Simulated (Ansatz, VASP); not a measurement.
## Sb (Antimony): VASP beside Ansatz

Aim: how closely do two programs agree when they are given the same cell, functional and k mesh? The cell is taken from a series of runs on this material, whose earlier steps may have relaxed, scaled, displaced or heated it; both programs get it as it stands.

Method: plane waves, with VASP 6.6.1 beside it; zone-centre phonons at LDA, in Ansatz 0.2.0.

## (1) The structure

It takes space group R-3m (No. 166, trigonal). Conventional cell: a = 4.335 Å, b = 4.335 Å, c = 10.524 Å, α = 90.00°, β = 90.00°, γ = 120.00°. Sb has 6 Sb at 2.92 to 3.21 Å nearest.

Structure file:

```cif
data_structure
_symmetry_space_group_name_H-M 'P 1'
_symmetry_Int_Tables_number 1
_cell_length_a 4.3095
_cell_length_b 4.3095
_cell_length_c 4.3095
_cell_angle_alpha 60.395
_cell_angle_beta 60.395
_cell_angle_gamma 60.395
_cell_volume 57.10
loop_
_atom_site_label
_atom_site_type_symbol
_atom_site_fract_x
_atom_site_fract_y
_atom_site_fract_z
_atom_site_occupancy
Sb1 Sb 0.23770 0.23770 0.23770 1
Sb2 Sb 0.76230 0.76230 0.76230 1
```

## (2) Ansatz: zone-centre phonons, LDA

Ansatz runs on its PAW soft_1 files.

Second derivatives magnify differences that forces hide, and they need a tight electronic threshold.

File input.yaml:

```yaml
crystal:
  lattice:
    - [2.1676043135, 1.2514669339, 3.5081318533]
    - [-2.1676043135, 1.2514669339, 3.5081318533]
    - [0.0, -2.5029338678, 3.5081318533]
  atoms:
    - { symbol: Sb, position: [0.2376966427, 0.2376966426, 0.2376966427] }
    - { symbol: Sb, position: [0.7623033573, 0.7623033574, 0.7623033573] }
kpoints:
  mp_grid: { grid: [12, 12, 12] }
hamiltonian:
  xc: lda
  pseudopotentials: { kind: paw, azcp: { folder: soft_1 }, xc_functional: pbe }
scf:
  occupations: { method: methfessel_paxton, width: 0.2 }
output:
  eigenvalues: true
phonons:
  method: dfpt
```

Command:

```
ansatz run input.yaml --threads 4 --pin off --max-ram 10240MiB --backend cpu --events-out ev --progress --plain --runs-dir out
```

Numbers of over 12 decimals in the logs are rounded to 6 here.

The log of the run:

```text
Engine: ansatz 0.2.0, x86_64-unknown-linux-gnu
Pseudopotentials: kind: paw
Pseudopotential: Sb, paw, valence charge 15, recommended cutoff 420 eV (normal), soft_1/Sb.paw.azcp
Functional definition: SPW92
  exchange = slater_x
  correlation = pw_c
Crystal: 2 atoms, lattice volume = 57.099 Å³
Basis set: ecut = 420 eV, 1127 PW (Γ), exchange–correlation on 60×60×60 points (8 copies of the dense FFT grid, shifted against one another)
Bands: 19, of which v1, the nominal top of the filled ones, is band 15 counted from 1 (14 counted from 0)
Symmetry: 12 space group operations
k-points: 476 of 1728 (irreducible under 2 space group operations, time reversal used)
Non-local potential: Sb, projectors of the file, l = 0: 2, l = 1: 2, l = 2: 2, l = 3: 1
PAW form: soft (Blöchl's): semilocal exchange-correlation on the pseudo side does not see the compensation charge
PAW frozen core: Sb, regenerated for the run's functional, and the local potential with it (the file was generated under x = pbe(κ = 0.804, μ = 0.219515), c = pbe(β = 0.066725))
PAW one-centre angular grid: Sb, 590 points (default); XC on 64 Gauss nodes
Initial density: superposition of atomic densities (chi_scale 0.1, normalization cell)
Initial wavefunctions: pseudopotential atomic-orbital guess
Functional: x = slater, c = lda
SCF iter   1: F=—  HF=-12671.778519 eV  |F-HF|=—  |Δ(HF+E_count)|=         —  Δρ=1.46e-2  dr2=9.98e-2  ethr=3.10e-3  ⟨swp⟩=6.0  Hψ=48102  notcnv=0
preconditioner: auto → Kerker (q_TF=auto, 2.451 Å⁻¹)  [metal: Δε(μ)=0.048 eV  Ē_g=8.922 eV  σ=0.200 eV  W_gap=0.20  n_scr=14 (ndim 8)  ℏωp=15.5 eV  f_vac=0.000  D(μ)=0.25/eV (n_scr^D=0)]
SCF iter   2: F=—  HF=-12671.762066 eV  |F-HF|=—  |Δ(HF+E_count)|=   1.65e-2  S|Δr|=    0.00e0  Δρ=9.31e-3  dr2=4.31e-2  ethr=3.33e-4  ⟨swp⟩=1.1  Hψ=12912  notcnv=0
SCF iter   3: F=—  HF=-12671.754027 eV  |F-HF|=—  |Δ(HF+E_count)|=   8.04e-3  S|Δr|=    0.00e0  Δρ=1.46e-3  dr2=1.93e-3  ethr=1.44e-4  ⟨swp⟩=1.7  Hψ=14065  notcnv=0
SCF iter   4: F=—  HF=-12671.753838 eV  |F-HF|=—  |Δ(HF+E_count)|=   1.89e-4  S|Δr|=    0.00e0  Δρ=4.84e-4  dr2=2.06e-4  ethr=6.42e-6  ⟨swp⟩=1.6  Hψ=10749  notcnv=0
SCF iter   5: F=—  HF=-12671.753850 eV  |F-HF|=—  |Δ(HF+E_count)|=   1.17e-5  S|Δr|=    0.00e0  Δρ=9.95e-5  dr2=4.94e-6  ethr=6.87e-7  ⟨swp⟩=2.0  Hψ=11012  notcnv=0
SCF iter   6: F=—  HF=-12671.753848 eV  |F-HF|=—  |Δ(HF+E_count)|=   1.74e-6  S|Δr|=    0.00e0  Δρ=2.67e-5  dr2=2.52e-7  ethr=1.65e-8  ⟨swp⟩=2.0  Hψ=16240  notcnv=0
SCF iter   7: F=—  HF=-12671.753848 eV  |F-HF|=—  |Δ(HF+E_count)|=   3.75e-7  S|Δr|=    0.00e0  Δρ=7.98e-6  dr2=2.63e-8  ethr=8.39e-10  ⟨swp⟩=2.0  Hψ=16246  notcnv=0
SCF iter   8: F=—  HF=-12671.753848 eV  |F-HF|=—  |Δ(HF+E_count)|=  4.37e-10  S|Δr|=    0.00e0  Δρ=1.48e-6  dr2=2.33e-9  ethr=8.77e-11  ⟨swp⟩=2.7  Hψ=16374  notcnv=0
SCF iter   9: F=—  HF=-12671.753848 eV  |F-HF|=—  |Δ(HF+E_count)|=  5.46e-11  S|Δr|=    0.00e0  Δρ=4.86e-7  dr2=2.67e-10  ethr=7.78e-12  ⟨swp⟩=2.0  Hψ=10351  notcnv=0
SCF iter  10: F=—  HF=-12671.753848 eV  |F-HF|=—  |Δ(HF+E_count)|=  5.09e-11  S|Δr|=    0.00e0  Δρ=1.91e-7  dr2=3.02e-11  ethr=1.00e-12  ⟨swp⟩=3.0  Hψ=16685  notcnv=0
SCF iter  11: F=-12671.753848 eV  HF=-12671.753848 eV  |F-HF|=5.46e-12  |Δ(HF+E_count)|=  5.46e-12  S|Δr|=    0.00e0  Δρ=9.66e-8  dr2=4.96e-12  ethr=1.00e-12  ⟨swp⟩=6.0  Hψ=41825  notcnv=0
SCF 1 converged in 11 iterations: F = -12671.753848 eV  dr2 = 4.96e-12
  greatest PAW one-centre occupation: 0.997 electrons in one spin orbital (limit 2), on the Sb atom at site 1 (counted from 0), in its partial waves of l = 2
DFPT response loops at Γ: preconditioner auto → Kerker (q_TF=auto, 2.451 Å⁻¹) (partly filled bands, converged f_vac=0.000); β = 1.00, the filter's whole step (`scf.mixing.beta` (0.50) is not read by the response loops under this deck's `scf.mixing.preconditioner`; to damp them name `kerker` or `kerker_dos`, under which they read `scf.mixing.beta`, and type it under 1.00, their step now; both keys bind the ground state too); Broyden in place of MSR1
SCF converged after 11 iterations
Stability not checked: this state was not tested for a lower state beside it, because cold or Methfessel-Paxton smearing, or corrected tetrahedra, fill the levels in a way that the test cannot read (fill_not_monotonic; see scf.lower_state_search)
Free energy (F): -12671.753848 eV
Harris-Foulkes:  -12671.753848 eV  (|F-HF|=5.46e-12)
Internal energy: -12671.755898 eV  (E = F + TS)
E sigma→0 (E₀):  -12671.754361 eV
Entropy (-TS):   0.002050 eV (1.025 meV/atom)
Fermi energy:    10.642456 eV
Step filling:    the computed levels leave a gap of 0.0000 eV = 0.0 smearing widths at the electron count; against every level under it full and every level over it empty, smearing changes F+E_penalty+E_count by +0.230 meV and its σ→0 estimate by -0.283 meV
--- Per-component energies (eV) ---
  E_band       = -315.841970
  E_kinetic    = 329.244837
  E_local      = -3072.952465  (includes V_loc(G=0)·N_el)
  E_nonlocal   = 787.701207
  E_hartree    = 1271.248346
  E_xc         = -198.292875
  E_vxc        = -183.997494  (∫ρ·V_xc dr)
  E_paw        = -8789.731345  (= ΣΔE_a)
  E_vpaw       = -718.334996  (= ΣTr[D̂ρ^β])
  E_aug_tail   = 0.000249  (compensation charges beyond the density's cutoff)
  E_ewald      = -3000.091473
  E_core_change = 1.117622  (= ΣΔE_core)
  E_smearing   = 0.002050  (= −TS)
  E_closure    = -0.000000  (closes the sum)
  Σ components = -12671.753848   (vs F -12671.753848, Δ=0.00e0)
--- Band table (eV; the first three rows and the last of 476) ---
  k-point 0: bands = [... 11 lower, 6.1748, 8.7622, 8.7622, 9.1095, 13.3593, 13.7903, 13.7903, 15.6068]
  k-point 1: bands = [... 11 lower, 5.7249, 8.7678, 8.9848, 9.1773, 13.1796, 13.5273, 13.5760, 15.4221]
  k-point 2: bands = [... 11 lower, 4.7585, 8.7918, 9.0894, 9.5755, 12.6826, 12.8902, 13.0552, 15.3500]
  k-point 475: bands = [... 11 lower, 1.3970, 9.3990, 9.3990, 10.1163, 10.4170, 10.4170, 11.3934, 18.6262]
--- Phonons (Γ-DFPT): 2 representative perturbations + reference, on 476 of 1728 k-points (Σ response iterations 6) ---
  k mesh reduced under 2 symmetry operations, with k and −k counted as one. Each operation leaves every solved perturbation unchanged. A smaller set is not used because it would not reduce the number of displacements times k-points to solve
  ASR residual: 4.269e-5 → 0.000e0 eV/Å²; symmetrization residual: 6.612e-6 eV/Å²
  ASR residual per site (eV/Å²): 4.27e-5 4.27e-5
  Γ frequencies (cm⁻¹): 0.00 0.00 0.00 68.66 68.66 133.22
  non-analytic LO–TO correction: not included (Born effective charges unavailable; polar crystals: no LO–TO splitting at Γ)
```

Reading the cycles: dr2 is the Hartree energy of the density residual (eV), the measure of convergence; HF is the Harris–Foulkes estimate of the energy, which meets the free energy F at convergence.

## (3) VASP: zone-centre phonons, LDA

The same cell, functional (in two slightly different forms), mesh and smearing now go to VASP, with its own data sets.

Lines of VASP's logs that name or quote its potential files are left out, and so is its time.

File INCAR:

```
SYSTEM = Sb
PREC = Accurate
ENCUT = 500
EDIFF = 1E-08
NELM = 120
ISMEAR = 1
SIGMA = 0.2
LREAL = .FALSE.
ALGO = Normal
GGA = CA
NBANDS = 11
LORBIT = 11
LWAVE = .FALSE.
LCHARG = .FALSE.
ISIF = 2
IBRION = 8
LASPH = .TRUE.
GGA_COMPAT = .FALSE.
KPAR = 2
```

File POSCAR:

```
Sb
1.0
    2.1676043135      1.2514669339      3.5081318533
   -2.1676043135      1.2514669339      3.5081318533
    0.0000000000     -2.5029338678      3.5081318533
Sb
2
Direct
    0.2376966427      0.2376966426      0.2376966427
    0.7623033573      0.7623033574      0.7623033573
```

File KPOINTS:

```
Automatic mesh
0
Gamma
12 12 12
0 0 0
```

The projector-augmented-wave data sets are Sb (LDA family, release 64).

Command:

```
mpirun -np 2 vasp_std
```

The log of the run:

```text
[banner, memory and clock lines left out]
running    2 mpi-ranks, on    1 nodes
 distrk:  each k-point on    1 cores,    2 groups
 distr:  one band on    1 cores,    1 groups

 POSCAR found type information on POSCAR Sb
 POSCAR found :  1 types and       2 ions
 LDA part: xc-table for (Slater(with rela. corr.)+CA(PZ))
 , standard interpolation
 POSCAR, INCAR and KPOINTS ok, starting setup
 FFT: planning ... GRIDC
 FFT: planning ... GRID_SOFT
 FFT: planning ... GRID
 WAVECAR not read
 entering main loop
       N       E                     dE             d eps       ncg     rms          rms(c)
DAV:   1     0.366058859976E+02    0.36606E+02   -0.35052E+03  4158   0.696E+02
DAV:   2    -0.767608021648E+01   -0.44282E+02   -0.42925E+02  5742   0.115E+02
DAV:   3    -0.962056007512E+01   -0.19445E+01   -0.19237E+01  4998   0.275E+01
DAV:   4    -0.963744713467E+01   -0.16887E-01   -0.16882E-01  4655   0.312E+00
DAV:   5    -0.963764706772E+01   -0.19993E-03   -0.19993E-03  4862   0.373E-01    0.328E+00
DAV:   6    -0.962304382472E+01    0.14603E-01   -0.31167E-03  4638   0.304E-01    0.196E+00
DAV:   7    -0.961482339900E+01    0.82204E-02   -0.66531E-03  4560   0.438E-01    0.570E-02
DAV:   8    -0.961482799567E+01   -0.45967E-05   -0.21649E-04  4689   0.103E-01    0.177E-02
DAV:   9    -0.961483127626E+01   -0.32806E-05   -0.14502E-05  4788   0.238E-02    0.674E-03
DAV:  10    -0.961483093250E+01    0.34376E-06   -0.17258E-06  4728   0.726E-03    0.872E-04
DAV:  11    -0.961483096609E+01   -0.33598E-07   -0.15370E-07  4719   0.253E-03    0.367E-04
DAV:  12    -0.961483096532E+01    0.77642E-09   -0.97595E-09  2829   0.560E-04
   1 F= -.96148310E+01 E0= -.96155069E+01  d E =0.202767E-02
 Linear response reoptimize wavefunctions to high precision
DAV:   1    -0.961483096551E+01   -0.19338E-09   -0.18151E-09  3537   0.294E-04
DAV:   2    -0.961483096553E+01   -0.16712E-10   -0.15976E-10  2430   0.958E-05
 Linear response DOF=           2
 Linear response progress:
  Degree of freedom:   1/  2
       N       E                     dE             d eps       ncg     rms          rms(c)
RMM:   1    -0.262364172196E-01   -0.26236E-01    0.21470E-02 38901   0.123E+00
RMM:   2    -0.258168591969E-01    0.41956E-03   -0.17550E-03 30139   0.256E-01    0.519E-02
RMM:   3    -0.258363904911E-01   -0.19531E-04   -0.40827E-05 31638   0.418E-02    0.307E-02
RMM:   4    -0.259131825096E-01   -0.76792E-04   -0.18174E-05 31785   0.208E-02    0.221E-03
RMM:   5    -0.259193247141E-01   -0.61422E-05   -0.88037E-07 32609   0.376E-03    0.108E-03
RMM:   6    -0.259205903414E-01   -0.12656E-05    0.14703E-07 30979   0.873E-04    0.293E-04
RMM:   7    -0.259196345486E-01    0.95579E-06    0.85473E-08 33514   0.221E-04    0.105E-04
RMM:   8    -0.259196352098E-01   -0.66119E-09   -0.14675E-09 33260   0.567E-05    0.212E-05
 first order change of Fermi-energy  -0.12201E-04
 force on displaced ion       1 direction 1 :  -1.260  -0.000   0.000
 Linear response progress:
  Degree of freedom:   2/  2
       N       E                     dE             d eps       ncg     rms          rms(c)
RMM:   1    -0.267349833920E-01   -0.26735E-01    0.11448E-02  8125   0.123E+00
RMM:   2    -0.253974910723E-01    0.13375E-02   -0.17502E-03  6538   0.266E-01    0.473E-02
RMM:   3    -0.253175594877E-01    0.79932E-04   -0.42371E-05  6890   0.444E-02    0.281E-02
RMM:   4    -0.252677921453E-01    0.49767E-04   -0.22549E-05  6724   0.237E-02    0.611E-03
RMM:   5    -0.252776891770E-01   -0.98970E-05   -0.71505E-07  6973   0.506E-03    0.218E-03
RMM:   6    -0.252797160354E-01   -0.20269E-05   -0.41983E-08  7003   0.104E-03    0.771E-04
RMM:   7    -0.252790134031E-01    0.70263E-06    0.43536E-09  7088   0.278E-04    0.193E-04
RMM:   8    -0.252790290581E-01   -0.15655E-07    0.22438E-09  7171   0.541E-05    0.246E-05
RMM:   9    -0.252790350973E-01   -0.60392E-08    0.19918E-10  7233   0.196E-05    0.150E-05
 first order change of Fermi-energy  -0.41968E+00
 force on displaced ion       1 direction 3 :   0.000  -0.000  -4.166
 Linear response finished
```

OUTCAR, selected parts (step 3):

```text
ion  position               nearest neighbor table
   1  0.238  0.238  0.238-   2 2.92   2 2.92   2 2.92   2 3.21   2 3.21   2 3.21
   2  0.762  0.762  0.762-   1 2.92   1 2.92   1 2.92   1 3.21   1 3.21   1 3.21

  LATTYP: Found a trigonal (rhomboedric) cell.
 ALAT       =     4.3094857056
 COS(alpha) =     0.4940132786

 Subroutine GETGRP returns: Found 12 space group operations
 (whereof 12 operations were pure point group operations)

The static configuration has the point symmetry D_3d.

 Found    189 irreducible k-points:

   k-points           NKPTS =    189   k-points in BZ     NKDIM =    189   number of bands    NBANDS=     11

   dimension x,y,z NGX =    32 NGY =   32 NGZ =   32
   dimension x,y,z NGXF=    64 NGYF=   64 NGZF=   64

   ENCUT  =  500.0 eV  36.75 Ry    6.06 a.u.   7.86  7.86  7.86*2*pi/ulx,y,z

   NELECT =      10.0000    total number of electrons

 k-points in reciprocal lattice and weights: Automatic mesh
   0.00000000  0.00000000  0.00000000       0.001
   0.08333333 -0.00000000  0.00000000       0.003
   0.16666667 -0.00000000 -0.00000000       0.003
   0.25000000 -0.00000000 -0.00000000       0.003
   0.33333333 -0.00000000  0.00000000       0.003
   0.41666667 -0.00000000  0.00000000       0.003
   0.50000000 -0.00000000 -0.00000000       0.002
   0.08333333  0.08333333  0.00000000       0.003
   0.16666667  0.08333333  0.00000000       0.007
[...]
-0.41666667  0.50000000  0.41666667       0.003
   0.50000000  0.50000000  0.50000000       0.001

 average (electrostatic) potential at core
       1 -86.1068       2 -86.1068

  Total        0.1144113      0.1144113      0.7662989      0.0000000      0.0000000      0.0000000
  in kB        3.2103539      3.2103539     21.5021680      0.0000000      0.0000000      0.0000000
  external PRESSURE =       9.3076253 kB  Pullay stress =       0.0000000 kB

  energy-cutoff  :      500.00
  volume of cell :       57.10
      direct lattice vectors                 reciprocal lattice vectors
     2.167604314  1.251466934  3.508131853     0.230669406  0.133177044  0.095017333
    -2.167604314  1.251466934  3.508131853    -0.230669406  0.133177044  0.095017333
     0.000000000 -2.502933868  3.508131853     0.000000000 -0.266354088  0.095017333

 POSITION                                       TOTAL-FORCE (eV/Angst)
 -----------------------------------------------------------------------------------
      0.00000     -0.00000      2.50161         0.000000     -0.000000      0.055414
     -0.00000      0.00000      8.02278         0.000000      0.000000     -0.055414
 -----------------------------------------------------------------------------------
    total drift:                               -0.000000     -0.000000     -0.000000

 Eigenvectors and eigenvalues of the dynamical matrix
 ----------------------------------------------------

   1 f  =    4.089903 THz    25.697616 2PiTHz  136.424465 cm-1    16.914470 meV
             X         Y         Z           dx          dy          dz
      0.000000 -0.000000  2.501613    -0.000000    0.000000   -0.707107
     -0.000000  0.000000  8.022782     0.000000    0.000000    0.707107

   2 f  =    2.248597 THz    14.128353 2PiTHz   75.005131 cm-1     9.299447 meV
             X         Y         Z           dx          dy          dz
      0.000000 -0.000000  2.501613     0.000009   -0.707107   -0.000000
     -0.000000  0.000000  8.022782    -0.000009    0.707107    0.000000

   3 f  =    2.248597 THz    14.128353 2PiTHz   75.005131 cm-1     9.299447 meV
             X         Y         Z           dx          dy          dz
      0.000000 -0.000000  2.501613    -0.707107   -0.000009    0.000000
     -0.000000  0.000000  8.022782     0.707107    0.000009    0.000000

   4 f  =    0.000000 THz     0.000000 2PiTHz    0.000001 cm-1     0.000000 meV
             X         Y         Z           dx          dy          dz
      0.000000 -0.000000  2.501613    -0.298477   -0.641024   -0.000000
     -0.000000  0.000000  8.022782    -0.298477   -0.641024    0.000000

   5 f  =    0.000000 THz     0.000000 2PiTHz    0.000000 cm-1     0.000000 meV
             X         Y         Z           dx          dy          dz
      0.000000 -0.000000  2.501613     0.000000   -0.000000    0.707107
     -0.000000  0.000000  8.022782    -0.000000    0.000000    0.707107

   6 f/i=    0.000000 THz     0.000000 2PiTHz    0.000001 cm-1     0.000000 meV
             X         Y         Z           dx          dy          dz
      0.000000 -0.000000  2.501613     0.641024   -0.298477   -0.000000
     -0.000000  0.000000  8.022782     0.641024   -0.298477    0.000000

 ELASTIC MODULI CONTR FROM IONIC RELAXATION (kBar)
 Direction    XX          YY          ZZ          XY          YZ          ZX
 --------------------------------------------------------------------------------
 XX         -80.6796    -58.1389   -112.4492     -0.0000     51.8327     -0.0000
 YY         -58.1389    -80.6796   -112.4492      0.0000    -51.8327     -0.0000
 ZZ        -112.4492   -112.4492   -182.1776     -0.0000     -0.0000      0.0000
 XY          -0.0000      0.0000     -0.0000    -11.2703      0.0000     48.8126
 YZ          51.8327    -51.8327     -0.0000      0.0000   -238.3801     -0.0000
 ZX          -0.0000     -0.0000      0.0000     48.8126     -0.0000   -211.4107
 --------------------------------------------------------------------------------
```

## (4) Comparison

Known differences besides the potentials themselves: the two LDA forms differ slightly; the data sets hold 30 valence electrons in Ansatz (on its PAW soft_1 files) and 10 in VASP; the cutoff is 420 eV in Ansatz and 500 eV in VASP; VASP's log shows a relativistic correction to its local exchange, Ansatz's none. Total energies have different zeros and are not compared.

Both answers:

```csv
quantity,Ansatz,VASP,difference
optical mode 1 to 2 (cm⁻¹),68.7,75.0,-8.46 %
optical mode 3 (cm⁻¹),133.2,136.4,-2.35 %
```

Modes are paired by rising frequency, not by their patterns, so a pair may set unlike modes beside each other; they are those without the splitting of longitudinal modes.

## (5) Summary of results

```yaml
r_m_s_difference_of_the_optical_zone_centre_modes_each_program_s_sorted_by_frequency_zone_centre_phonons_lda: 5.5 cm⁻¹
difference_in_optical_mode_1_to_2_zone_centre_phonons_lda: -8.5 %
```

The r.m.s. difference of the optical zone-centre modes, each program's sorted by frequency is 5.5 cm⁻¹ (zone-centre phonons, LDA). The data sets hold unlike numbers of valence electrons (30 in Ansatz and 10 in VASP), so part of the differences comes from the potentials. Among the rows given in per cent, the largest difference of the zone-centre phonons, LDA pair is in optical mode 1 to 2, -8.5 %. How closely two codes agree says nothing of how well the functional describes the real material.

[Lines on the potential files, build, host, timing and source positions are cut from VASP's logs without a mark.]

[Logs are printed without paths, hosts, clocks, repeated set-up lines and the standing remarks that a program may print on its own settings, such as how far it seeks lower states.]

[Hosts, paths, dates, database ids (printed as entryN), source tags and the programs' standing remarks are cut or masked in the printed files.]
